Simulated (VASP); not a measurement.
A convergence study with VASP on Ca (fcc): a few settings are varied, all else stays as given below, so the limit is that of these other settings. The cell's lengths are 1 % over those of the tabulated start, so it is off equilibrium.

```
Ca
1.0
    0.00000     2.81790     2.81790
    2.81790     0.00000     2.81790
    2.81790     2.81790     0.00000
Ca
1
Direct
  0.00000   0.00000   0.00000
```

Level of theory: PBE GGA, VASP's PBE PAW potentials (set 64) (plane waves; VASP). The last row used: 550 eV cut-off, 10×10×10 Γ-centred mesh, first-order Methfessel-Paxton smearing of 0.10 eV, potentials Ca_sv.

| setting | E (eV/atom) | pressure (GPa) | electronic steps |
|---|---|---|---|
| ALGO = Normal, EDIFF = 1E-2 | -1.9254 | 4.66 | 6 |
| ALGO = Normal, EDIFF = 1E-3 | -1.9240 | -0.83 | 8 |
| ALGO = Normal, EDIFF = 1E-4 | -1.9240 | -0.88 | 9 |
| ALGO = Normal, EDIFF = 1E-5 | -1.9240 | -0.94 | 10 |
| ALGO = Normal, EDIFF = 1E-6 | -1.9240 | -0.94 | 10 |
| ALGO = Normal, EDIFF = 1E-7 | -1.9240 | -0.93 | 12 |
| ALGO = Normal, EDIFF = 1E-8 | -1.9240 | -0.93 | 13 |
| ALGO = Normal, EDIFF = 1E-9 | -1.9240 | -0.93 | 16 |
| ALGO = Fast, EDIFF = 1E-2 | -1.9253 | 4.52 | 6 |
| ALGO = Fast, EDIFF = 1E-3 | -1.9239 | -0.56 | 8 |
| ALGO = Fast, EDIFF = 1E-4 | -1.9240 | -0.85 | 10 |
| ALGO = Fast, EDIFF = 1E-5 | -1.9240 | -0.91 | 12 |
| ALGO = Fast, EDIFF = 1E-6 | -1.9240 | -0.94 | 14 |
| ALGO = Fast, EDIFF = 1E-7 | -1.9240 | -0.93 | 17 |
| ALGO = Fast, EDIFF = 1E-8 | -1.9240 | -0.93 | 21 |
| ALGO = Fast, EDIFF = 1E-9 | -1.9240 | -0.93 | 24 |
| ALGO = All, EDIFF = 1E-2 | -1.9220 | -1.48 | 7 |
| ALGO = All, EDIFF = 1E-3 | -1.9238 | -0.89 | 9 |
| ALGO = All, EDIFF = 1E-4 | -1.9239 | -0.97 | 10 |
| ALGO = All, EDIFF = 1E-5 | -1.9240 | -0.92 | 14 |
| ALGO = All, EDIFF = 1E-6 | -1.9240 | -0.93 | 18 |
| ALGO = All, EDIFF = 1E-7 | -1.9240 | -0.93 | 22 |
| ALGO = All, EDIFF = 1E-8 | -1.9240 | -0.93 | 28 |
| ALGO = All, EDIFF = 1E-9 | -1.9240 | -0.93 | 32 |

Left out are rungs that failed or repeat a setting and relaxations that didn't move; long series are thinned to 24 rows.

The compound is Ca in the fcc structure. The cell was not relaxed at this level.
